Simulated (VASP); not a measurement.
# A VASP study of Au (Gold) (LDA): structure first, properties next

What structure and properties does LDA give Au (Gold), and how near are they to the measured ones? The steps: relaxing cell and atoms (LDA), single point with fields (LDA), bands along the symmetry lines (LDA), total and projected DOS (LDA), volume scan with LDA, fit for LDA, elastic tensor by finite strains (LDA), core-level energies (LDA), bands along the symmetry lines (LDA + SOC) and ionic relaxation at fixed cell (LDA) with a changed input. Left out of this account: at least 1 further run (phonons: it ended without a result to show). The start is a cell from a database of measured crystal structures.

Program: VASP 6.6.1. Level of theory: LDA; plane waves and PAW (Au), in the first sound run; inputs show where later runs differ. Results are calculated unless marked as measured.

Experimental background.

For Au, fcc (bulk gold, literature value, 298 K), “Mechanisms for carbon adsorption on Au(110)-(2*1): A work function analysis” (2018, arxiv:1805.06931) quotes earlier work: lattice constant a (cubic lattice constant) 4.078 Å [Literature room-temperature value quoted in the computational methods part; includes …].

“Exploring toroidal anvil profiles for larger sample volumes above 4 Mbar” (2024, pmc:11102561) quotes from earlier work for Au, fcc (earlier literature value): bulk modulus (ambient isothermal K0) 167 GPa [Literature ultrasonic value used as fixed fit input; rounded, table lists 166.7 GPa].

Most raw output is cut from this account.

The database entry behind the starting cell differs from later determinations by our own check (about 0.15 % short), so it need not match the best structure at ambient conditions.

### Step 1. Starting point

Before any relaxation, the start is as follows. It takes space group Fm-3m (No. 225, cubic). Conventional cell: a = 4.072 Å, b = 4.072 Å, c = 4.072 Å, α = 90.00°, β = 90.00°, γ = 90.00°. Nearest to Au lie 12 Au at 2.88 Å.

### Step 2. Relaxing cell and atoms (LDA)

The start need not lie at this functional's minimum. ISIF = 3 frees volume, shape and positions, and EDIFFG sets the threshold on forces and stress at which the search stops. LDA, the lowest rung, knows the local density alone.

INCAR reads:

```
SYSTEM = Au
PREC = Accurate
ENCUT = 400
EDIFF = 1E-06
NELM = 100
ISMEAR = 1
SIGMA = 0.2
LREAL = .FALSE.
ALGO = Normal
GGA = CA
NBANDS = 11
LASPH = .TRUE.
LORBIT = 11
LWAVE = .FALSE.
LCHARG = .FALSE.
KPAR = 2
IBRION = 2
NSW = 60
ISIF = 3
EDIFFG = -0.01
```

POSCAR reads:

```
Au
1.0
    0.0000000000      2.0360000000      2.0360000000
    2.0360000000      0.0000000000      2.0360000000
    2.0360000000      2.0360000000      0.0000000000
Au
1
Direct
    0.0000000000      0.0000000000      0.0000000000
```

KPOINTS reads:

```
Automatic mesh
0
Gamma
8 8 8
0 0 0
```

Potentials, in the order of the species: Au (LDA family, release 64).

Launch:

```
$ mpirun -np 2 vasp_std
```

It took 2.8 s on 2 MPI ranks of Intel Xeon 6975P-C (Granite Rapids), shared host; peak memory 0.21 GiB.

This run has no spin polarisation. Its electron count is odd, so without a moment it is a metal by construction. The k-mesh is coarse for a metal. The run keeps the 48 symmetry operations of its start, so it cannot find a distortion of lower symmetry.

Relaxation path:

```
step  energy less that of the first step (eV)  largest force (eV/Å)  pressure (GPa)  volume (Å³)
   1                                   0.0000                0.0000           -1.83        16.88
   2                                   0.0026                0.0000            3.76        16.41
   3                                  -0.0009                0.0000            0.00        16.72
```

```
conventional cell, symmetrised  before  after  change
                         a (Å)   4.072  4.059  -0.3 %
                         b (Å)   4.072  4.059  -0.3 %
                         c (Å)   4.072  4.059  -0.3 %
              volume (Å³/atom)   16.88  16.72  -1.0 %
```

The relaxed structure:

```xyz
1
Lattice="0.0000 2.0295 2.0295 2.0295 0.0000 2.0295 2.0295 2.0295 0.0000" Properties=species:S:1:pos:R:3 pbc="T T T"
Au    0.0000    0.0000    0.0000
```

This step gave:

```
electrons                              : 11
bands                                  : 11
irreducible k-points                   : 29
symmetry operations                    : 48
free energy (TOTEN)                    : -4.403 eV
Fermi energy                           : 9.585 eV
pressure                               : -0.004122 GPa
metallic, judged on the points sampled : yes
SCF cycles over all ionic steps        : 22
```

It ends with forces that vanish by symmetry and a pressure of 0.00 GPa. The volume lies -1.0 % from that of the database's start, part of which can be the thermal and zero-point expansion of its experiment.

### Step 3. Single point with fields (LDA)

A single point on the relaxed cell gives a clean self-consistent state, with density, ELF and potential written out.

INCAR: that of step 2 with these lines changed.

```diff
@@ -14,7 +14,5 @@
 LWAVE = .FALSE.
-LCHARG = .FALSE.
-KPAR = 2
-IBRION = 2
-NSW = 60
-ISIF = 3
-EDIFFG = -0.01
+LCHARG = .TRUE.
+ISIF = 2
+LELF = .TRUE.
+LVHAR = .TRUE.
```

POSCAR reads:

```
Au
1.0
    0.0000000000      2.0295231611      2.0295231611
    2.0295231611      0.0000000000      2.0295231611
    2.0295231611      2.0295231611      0.0000000000
Au
1
Direct
    0.0000000000      0.0000000000      0.0000000000
```

KPOINTS is that of step 2.

Launch:

```
$ mpirun -np 2 vasp_std
```

Run time: 1.8 s. Hardware: 2 MPI ranks; peak memory 0.2 GiB.

Numbers from this step:

```
SCF cycles : 10
bands      : 12
pressure   : -0.01873 GPa
```

Valence electrons inside each PAW sphere by angular momentum. Sphere charges, by row:

```
atom  s (e)  p (e)  d (e)  tot (e)
 Au1  0.553  0.369  8.762    9.684
```

Electrostatic potential energy in the ac plane of the conventional cell at fractional y = 0.000, with atoms of Au within 0.2 Å of it. With pseudopotentials it is smooth inside the atoms' cores, unlike the true potential.

Ten even steps from '0' (-67 eV) to '9' (4 eV), each cell a mean:
```
00379999998520
12589999999642
45799999999865
88999876789998
99997532368999
99985200137999
99984100026999
99985200037999
99996421258999
99998654579999
67899988899987
23689999999753
01379999998520
00269999998410
```
Columns run along a (4.1 Å; values clipped at the 3rd and 97th percentile), rows up along c (4.1 Å), edges of the conventional cell, whose origin can differ from the input's. Atoms in or near the plane, at fractional coordinates: Au at (0.00, 0.00), Au at (0.50, 0.50).

ELF in the ac plane of the conventional cell at fractional y = 0.000, with atoms of Au within 0.2 Å of it. It is the smooth field of the valence electrons, not physical close to the nuclei.

Ten even steps from '_' (0.01) to '@' (0.33), each cell a mean:
```
____++@@##==----==++%%%%--__
::==%%@@**++====++++##@@**--
%%@@@@##****######****%%@@%%
@@%%##**##@@@@@@@@%%##**##%%
++++++##@@%%++==**@@%%**++++
--==++%%@@==____::**@@##++==
----++@@%%::__--__==@@##==--
--==++%%%%--______++@@##==--
==++++##@@**--::==%%@@**++==
####****%%@@%%%%@@@@##****##
@@@@%%##**##%%@@%%##**##@@@@
==**@@%%**++++++++++##@@%%++
__::**@@##++==--==++%%@@==__
--__==@@##==------++@@%%::__
```
Columns run along a (4.1 Å), rows up along c (4.1 Å), edges of the conventional cell, whose origin can differ from the input's. Atoms in or near the plane, at fractional coordinates: Au at (0.00, 0.00), Au at (0.50, 0.50).

Valence density in the ac plane of the conventional cell at fractional y = 0.000, with atoms of Au within 0.2 Å of it. It is the smooth field of the valence electrons, not physical close to the nuclei.

Ten even steps from '0' (0.1 e/Å³) to '9' (4.5 e/Å³), each cell a mean:
```
86410000000257
54210000000135
22100000000012
00000111100000
00001244320000
00002467631000
00002589741000
00002578641000
00001355421000
00000122210000
11000000000011
43200000000124
76310000000246
97410000000258
```
Columns run along a (4.1 Å), rows up along c (4.1 Å), edges of the conventional cell, whose origin can differ from the input's. Atoms in or near the plane, at fractional coordinates: Au at (0.00, 0.00), Au at (0.50, 0.50).

In this run the pressure is -0.02 GPa, small enough to go on; single stress components reach 0.02 GPa.

### Step 4. Bands along the symmetry lines (LDA)

The mesh alone shows little of the dispersion and can miss band extrema, so KPOINTS_OPT adds a path through the symmetry points after the self-consistent cycle.

INCAR reads:

```
SYSTEM = Au
PREC = Accurate
ENCUT = 400
EDIFF = 1E-06
NELM = 100
ISMEAR = 1
SIGMA = 0.2
LREAL = .FALSE.
ALGO = Normal
GGA = CA
NBANDS = 16
LASPH = .TRUE.
LORBIT = 11
LWAVE = .FALSE.
LCHARG = .FALSE.
KPAR = 2
```

POSCAR is that of step 3.

KPOINTS is that of step 3.

KPOINTS_OPT reads:

```
Line mode
16
Line-mode
Reciprocal
  0.00000000   0.00000000   0.00000000 GAMMA
  0.50000000   0.00000000   0.50000000 X

  0.50000000   0.00000000   0.50000000 X
  0.50000000   0.25000000   0.75000000 W

  0.50000000   0.25000000   0.75000000 W
  0.37500000   0.37500000   0.75000000 K

  0.37500000   0.37500000   0.75000000 K
  0.00000000   0.00000000   0.00000000 GAMMA

  0.00000000   0.00000000   0.00000000 GAMMA
  0.50000000   0.50000000   0.50000000 L

  0.50000000   0.50000000   0.50000000 L
  0.62500000   0.25000000   0.62500000 U

  0.62500000   0.25000000   0.62500000 U
  0.50000000   0.25000000   0.75000000 W

  0.50000000   0.25000000   0.75000000 W
  0.50000000   0.50000000   0.50000000 L

  0.50000000   0.50000000   0.50000000 L
  0.37500000   0.37500000   0.75000000 K

  0.62500000   0.25000000   0.62500000 U
  0.50000000   0.00000000   0.50000000 X
```

Launch:

```
$ mpirun -np 2 vasp_std
```

Run time: 5 s. Hardware: 2 MPI ranks; peak memory 0.22 GiB; 8.8 s of CPU time.

Spin-orbit coupling is off here; it can split and shift levels that hold much weight on Au by tenths of an eV or more.

Numbers from this step:

```yaml
bands: 16
pressure: -0.01795 GPa
```

Electronic bands along the path, in eV, zero at the Fermi level; # counts the bands kept in this run:

```
          point     #2     #3     #4     #5     #6     #7     #8
              Γ  -4.78  -4.78  -4.78  -3.19  -3.19  14.48  18.55
0.53 of the way  -6.06  -4.01  -3.34  -3.34  -2.55  14.41  14.41
              X  -6.92  -1.98  -1.60  -1.60   0.93   5.93  10.00
0.53 of the way  -6.44  -3.48  -2.62  -1.60   3.36   5.24   8.85
              W  -5.27  -5.27  -3.36  -1.60   4.80   6.36   6.36
0.47 of the way  -5.85  -4.47  -3.13  -1.78   4.29   5.20   7.43
              K  -5.97  -3.91  -2.89  -2.07   3.89   4.72   7.57
0.47 of the way  -5.43  -4.68  -3.85  -3.70  -1.55  10.64  12.72
              Γ  -4.78  -4.78  -4.78  -3.19  -3.19  14.48  18.55
0.53 of the way  -4.83  -4.50  -4.50  -2.94  -2.94  10.65  15.50
              L  -4.81  -4.81  -1.94  -1.94  -1.07   3.19  13.94
0.53 of the way  -5.33  -4.15  -4.05  -2.07   2.26   3.17  12.13
              U  -5.97  -3.91  -2.89  -2.07   3.89   4.72   7.57
0.53 of the way  -5.85  -4.47  -3.13  -1.78   4.29   5.20   7.43
              W  -5.27  -5.27  -3.36  -1.60   4.80   6.36   6.36
0.53 of the way  -5.41  -4.21  -4.01  -2.08   2.37   3.13  12.79
              L  -4.81  -4.81  -1.94  -1.94  -1.07   3.19  13.94
0.53 of the way  -5.33  -4.15  -4.05  -2.07   2.26   3.17  12.13
              K  -5.97  -3.91  -2.89  -2.07   3.89   4.72   7.57
      jump to U  -5.97  -3.91  -2.89  -2.07   3.89   4.72   7.57
0.47 of the way  -6.65  -2.69  -2.30  -1.74   2.45   5.39   8.79
              X  -6.92  -1.98  -1.60  -1.60   0.93   5.93  10.00
```

There is no gap at this level.

### Step 5. Total and projected DOS (LDA)

A density of states needs more k-points than a total energy, and tetrahedra (ISMEAR = -5) or a smearing that fits the mesh; LORBIT projects the states on the PAW spheres. The mesh is finer than in the run before.

INCAR: that of step 4 with these lines changed.

```diff
@@ -5,3 +5,3 @@
 NELM = 100
-ISMEAR = 1
+ISMEAR = -5
 SIGMA = 0.2
@@ -16 +16,2 @@
 KPAR = 2
+NEDOS = 2001
```

POSCAR is that of step 4.

KPOINTS reads:

```
Automatic mesh
0
Gamma
12 12 12
0 0 0
```

Launch:

```
$ mpirun -np 2 vasp_std
```

The job ended after 3.2 s (2 MPI ranks; peak memory 0.23 GiB; 5.3 s of CPU time).

With tetrahedra the forces and stress of a metal are not exact derivatives of the energy.

This step gave:

```yaml
irreducible_k_points: 72
free_energy_toten: -4.445 eV
fermi_energy: 9.669 eV
pressure: -1.136 GPa
dos_at_the_fermi_level_one_point_of_the_energy_grid: 0.2797 states/eV/cell
```

The density of states has structure finer than the step of the table below, so its rows give means over 0.5 eV, whole bins alone (the curve runs from -12.0 to 7.93 eV). Peaks (eV: height): total -6.68: 1.85, -4.55: 3.76, -3.44: 2.21, -2.10: 2.91; Au d -6.60: 1.32, -4.55: 3.20, -3.44: 1.97, -2.10: 2.79; Au p -5.58: 0.0763, -4.55: 0.124, -3.92: 0.0963, 5.09: 0.117; Au s -7.08: 0.222, -4.55: 0.0463, 3.59: 0.137, 5.57: 0.125.

States under -12.0 eV and over 7.9 eV are left out. Table of density of states by energy, zero at the Fermi level; means over each step; values in states/eV/cell:

```
energy (eV)   total     Au d     Au p    Au s
      -10.5       0        0        0       0
      -10.0  0.0217   4.5e-6   2.9e-4  0.0130
       -9.5  0.0650   5.7e-4  0.00191  0.0377
       -9.0  0.0980  0.00269  0.00443  0.0538
       -8.5   0.139  0.00938  0.00818  0.0703
       -8.0   0.208   0.0299   0.0135  0.0930
       -7.5   0.541    0.212   0.0240   0.159
       -7.0    1.34    0.804   0.0427   0.204
       -6.5    1.75     1.27   0.0490   0.127
       -6.0    1.30     1.02   0.0476  0.0268
       -5.5    1.75     1.42   0.0641  0.0184
       -5.0    2.10     1.71   0.0828  0.0373
       -4.5    2.54     2.15   0.0870  0.0387
       -4.0    1.65     1.37   0.0760  0.0263
       -3.5    1.99     1.75   0.0528  0.0222
       -3.0    1.62     1.47   0.0357  0.0163
       -2.5    1.75     1.64   0.0233  0.0137
       -2.0    2.04     1.94   0.0179  0.0171
       -1.5   0.337    0.259   0.0230  0.0240
       -1.0   0.279    0.175   0.0335  0.0310
       -0.5   0.297    0.167   0.0446  0.0359
        0.0   0.280    0.137   0.0496  0.0408
        0.5   0.282    0.124   0.0550  0.0449
        1.0   0.293    0.116   0.0636  0.0495
        1.5   0.283   0.0999   0.0620  0.0570
        2.0   0.264   0.0853   0.0541  0.0641
        2.5   0.276   0.0789   0.0551  0.0776
        3.0   0.241   0.0599   0.0415  0.0830
        3.5   0.328   0.0860   0.0463   0.124
        4.0   0.261   0.0649   0.0490  0.0856
        4.5   0.251   0.0587   0.0629  0.0639
        5.0   0.363   0.0736    0.105  0.0840
        5.5   0.405   0.0720    0.107   0.115
        6.0   0.352   0.0603   0.0923   0.102
        6.5   0.304   0.0490   0.0835  0.0840
        7.0   0.258   0.0398   0.0753  0.0665
        7.5   0.297   0.0487   0.0963  0.0626
```

The finer mesh and the other smearing move the Fermi level by +0.08 eV from the 8×8×8 run, one measure of the sampling error in the zero of the bands above. Of the states within 0.3 eV of the Fermi level, the largest shares in the PAW spheres are Au d 49 %, Au p 18 % and Au s 15 %. The rest lies in smaller channels or between the spheres.

### Step 6. Volume scan with LDA, volume scale 0.94

An equation of state needs energies on both sides of the minimum, all on one mesh and cutoff.

INCAR reads:

```
SYSTEM = Au
PREC = Accurate
ENCUT = 400
EDIFF = 1E-06
NELM = 100
ISMEAR = 1
SIGMA = 0.2
LREAL = .FALSE.
ALGO = Normal
GGA = CA
NBANDS = 11
LASPH = .TRUE.
LORBIT = 11
LWAVE = .FALSE.
LCHARG = .FALSE.
KPAR = 2
ISIF = 2
```

POSCAR reads:

```
Au
1.0
    0.0000000000      1.9880926959      1.9880926959
    1.9880926959      0.0000000000      1.9880926959
    1.9880926959      1.9880926959      0.0000000000
Au
1
Direct
    0.0000000000      0.0000000000      0.0000000000
```

KPOINTS reads:

```
Automatic mesh
0
Gamma
8 8 8
0 0 0
```

Launch:

```
$ mpirun -np 2 vasp_std
```

The job ended after 1.4 s (2 MPI ranks; peak memory 0.2 GiB).

The scan keeps the cell's shape and the fractional positions fixed.

Numbers from this step:

```yaml
bands: 11
irreducible_k_points: 29
free_energy_toten: -4.361 eV
fermi_energy: 10.76 eV
pressure: 14.08 GPa
```

The pressure here is 14.08 GPa.

### Step 7. Volume scan with LDA, volume scale 0.96

INCAR is that of step 6.

POSCAR reads:

```
Au
1.0
    0.0000000000      2.0020938100      2.0020938100
    2.0020938100      0.0000000000      2.0020938100
    2.0020938100      2.0020938100      0.0000000000
Au
1
Direct
    0.0000000000      0.0000000000      0.0000000000
```

KPOINTS is that of step 6.

Launch:

```
$ mpirun -np 2 vasp_std
```

The job ended after 1.4 s (2 MPI ranks; peak memory 0.2 GiB).

Numbers from this step:

```yaml
free_energy_toten: -4.385 eV
fermi_energy: 10.35 eV
pressure: 8.752 GPa
```

The pressure falls from 14.08 to 8.75 GPa.

The run ends at a pressure of 8.75 GPa.

### Step 8. Volume scan with LDA, volume scale 0.98

INCAR is that of step 7.

POSCAR reads:

```
Au
1.0
    0.0000000000      2.0159017899      2.0159017899
    2.0159017899      0.0000000000      2.0159017899
    2.0159017899      2.0159017899      0.0000000000
Au
1
Direct
    0.0000000000      0.0000000000      0.0000000000
```

KPOINTS is that of step 7.

Launch:

```
$ mpirun -np 2 vasp_std
```

Wall time 1.6 s (2 MPI ranks); peak memory 0.21 GiB; 2 s of CPU time.

The pressure falls from 8.75 to 4.07 GPa.

The run ends at a pressure of 4.07 GPa.

### Step 9. Volume scan with LDA, volume scale 1

INCAR is that of step 8.

POSCAR reads:

```
Au
1.0
    0.0000000000      2.0295231611      2.0295231611
    2.0295231611      0.0000000000      2.0295231611
    2.0295231611      2.0295231611      0.0000000000
Au
1
Direct
    0.0000000000      0.0000000000      0.0000000000
```

KPOINTS is that of step 8.

Launch:

```
$ mpirun -np 2 vasp_std
```

Elapsed: 1.4 s, on 2 MPI ranks; peak memory 0.22 GiB; 1.9 s of CPU time.

The pressure falls from 4.07 to -0.02 GPa.

The run ends at a pressure of -0.02 GPa.

### Step 10. Volume scan with LDA, volume scale 1.02

INCAR is that of step 9.

POSCAR reads:

```
Au
1.0
    0.0000000000      2.0429641035      2.0429641035
    2.0429641035      0.0000000000      2.0429641035
    2.0429641035      2.0429641035      0.0000000000
Au
1
Direct
    0.0000000000      0.0000000000      0.0000000000
```

KPOINTS is that of step 9.

Launch:

```
$ mpirun -np 2 vasp_std
```

Wall time 1.4 s (2 MPI ranks); peak memory 0.21 GiB; 1.7 s of CPU time.

The pressure falls from -0.02 to -3.64 GPa.

The run ends at a pressure of -3.64 GPa.

### Step 11. Volume scan with LDA, volume scale 1.04

INCAR is that of step 10.

POSCAR reads:

```
Au
1.0
    0.0000000000      2.0562304759      2.0562304759
    2.0562304759      0.0000000000      2.0562304759
    2.0562304759      2.0562304759      0.0000000000
Au
1
Direct
    0.0000000000      0.0000000000      0.0000000000
```

KPOINTS is that of step 10.

Launch:

```
$ mpirun -np 2 vasp_std
```

Elapsed: 1.4 s, on 2 MPI ranks; peak memory 0.21 GiB.

The pressure falls from -3.64 to -6.78 GPa.

The run ends at a pressure of -6.78 GPa.

### Step 12. Volume scan with LDA, volume scale 1.06

A prediction first. A least-squares parabola for the 6 pressures of evenly scaled cells so far, P = -0.05 -193.3 t +561 t² GPa with t = ln(V/V₁) and V₁ the volume at scale 1, gives -9.40 GPa at t = +0.0583.

INCAR is that of step 11.

POSCAR reads:

```
Au
1.0
    0.0000000000      2.0693278385      2.0693278385
    2.0693278385      0.0000000000      2.0693278385
    2.0693278385      2.0693278385      0.0000000000
Au
1
Direct
    0.0000000000      0.0000000000      0.0000000000
```

KPOINTS is that of step 11.

Launch:

```
$ mpirun -np 2 vasp_std
```

It took 1.4 s on 2 MPI ranks; peak memory 0.21 GiB.

The pressure falls from -6.78 to -9.50 GPa. The parabola predicted -9.40 GPa, +0.10 GPa off.

### Step 13. Comparing the runs

Times are for 2 MPI ranks of Intel Xeon 6975P-C (Granite Rapids), shared host. The series side by side:

```
no.  volume scale  energy above the lowest point (meV/atom)  pressure (GPa)   time  memory (GiB)
  1          0.94                                     41.99           14.08  1.4 s           0.2
  2          0.96                                     17.93           8.752  1.4 s           0.2
  3          0.98                                      4.39           4.071  1.6 s          0.21
  4             1                                         0        -0.02032  1.4 s          0.22
  5          1.02                                      3.65          -3.637  1.4 s          0.21
  6          1.04                                     14.33          -6.778  1.4 s          0.21
  7          1.06                                     31.08          -9.505  1.4 s          0.21
```

### Step 14. Fit for LDA

This step: Birch-Murnaghan fit, LDA; plane waves and PAW (VASP 6.6.1).

Derived from the runs above.

This step gave:

- pressure derivative of the bulk modulus: 5.763
- r.m.s. error of the fit: 8.57e-6 eV/atom
- minimum inside the sampled range: yes
- bulk modulus: 191.4 GPa
- equilibrium volume of the fit: 16.73 Å³/atom

Table of energy above the fitted minimum by volume:

```
volume (Å³/atom)  energy above the fitted minimum (eV/atom)
          15.716                                     0.0420
          16.050                                     0.0179
          16.385                                    0.00438
          16.719                                    -6.7e-6
          17.053                                    0.00365
          17.388                                     0.0143
          17.722                                     0.0311
```

The fit over cells of fixed shape and fractional positions puts the volume +0.04 % from the relaxed one.

(Continued in part 2 of 2.)

[Lines on the potential files, build, host, timing and source positions are cut from VASP's logs without a mark.]

[Logs are printed without paths, hosts, clocks, repeated set-up lines and the standing remarks that a program may print on its own settings, such as how far it seeks lower states.]

[Hosts, paths, dates, database ids (printed as entryN), source tags and the programs' standing remarks are cut or masked in the printed files.]

[A measured line is paired with the nearest computed mode of its activity, which favours agreement.]

[In band tables of VASP the shares of atoms and orbitals are scaled to a sum of 1 inside the atoms' spheres.]
